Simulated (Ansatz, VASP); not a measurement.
## CsPbI2Br: VASP beside Ansatz

File INCAR:

```
SYSTEM = CsPbI2Br
PREC = Accurate ; ENCUT = 520
EDIFF = 1E-6 ; ISMEAR = 0
SIGMA = 0.05 ; LREAL = .FALSE.
LASPH = .TRUE. ; NELM = 100
ALGO = Fast ; ISIF = 2
LWAVE = .FALSE. ; LCHARG = .FALSE.
GGA = CA ; NBANDS = 30
```

Contents of KPOINTS:

```
regular mesh
0
G
  4 4 6
  0 0 0
```

File POSCAR:

```
CsPbI2Br
1.0
    6.3752960000      0.0000000000      0.0000000000
    0.0000000000      6.3752960000      0.0000000000
    0.0000000000      0.0000000000      5.9622200000
Cs Pb I Br
1 1 2 1
Direct
    0.5000000000      0.5000000000      0.5000000000
    0.0000000000      0.0000000000      0.0000000000
    0.0000000000      0.5000000000      0.0000000000
    0.5000000000      0.0000000000      0.0000000000
    0.0000000000      0.0000000000      0.5000000000
```

Input for Ansatz:

```yaml
crystal:
  lattice:
    - [6.375296, 0.0, 0.0]
    - [0.0, 6.375296, 0.0]
    - [0.0, 0.0, 5.96222]
  atoms:
    - { symbol: Cs, position: [0.5, 0.5, 0.5] }
    - { symbol: Pb, position: [0.0, 0.0, 0.0] }
    - { symbol: I, position: [0.0, 0.5, 0.0] }
    - { symbol: I, position: [0.5, 0.0, 0.0] }
    - { symbol: Br, position: [0.0, 0.0, 0.5] }
basis:
  ecutwfc: 420
kpoints:
  mp_grid: { grid: [4, 4, 6] }
hamiltonian:
  xc: lda
scf:
  occupations: { method: gaussian, width: 0.05 }
output:
  forces: true
  stress: true
  eigenvalues: true
```

The cell comes from a database or a generator and needn't be the stable form of this composition.

Alike in both runs: task single point; functional LDA; k mesh 4 × 4 × 6; occupations gaussian, width 0.05 eV; no spin polarisation.

|  | VASP | Ansatz |
| --- | --- | --- |
| version | VASP 6.6.1 | Ansatz 0.2.0 |
| potentials or method | VASP PAW LDA potentials, release 64 (Cs_sv, Pb_d, I, Br) | scalar-relativistic, plane waves, PAW |
| plane-wave cutoff (eV) | 520 | 420 |
| valence electrons in the cell | 44 | 64 |

```tsv
	VASP	Ansatz	Ansatz less VASP
gap on the k mesh at the Fermi level (eV)	1.33	1.36	+0.026
least direct gap on the mesh (eV)	1.33	1.36	+0.026
pressure (GPa)	-1.7	-1.7	-0.02
largest component of the traceless stress (GPa)	0.18	0.19	+0.009
```

The two sets of potentials don't hold the same shells in valence.

Caveats: spin-orbit coupling is left out, which as a rule narrows the gap of such compounds by several tenths of an eV. A k mesh can miss the band edges. LDA gaps usually lie below the measured ones, often by a third to a half.
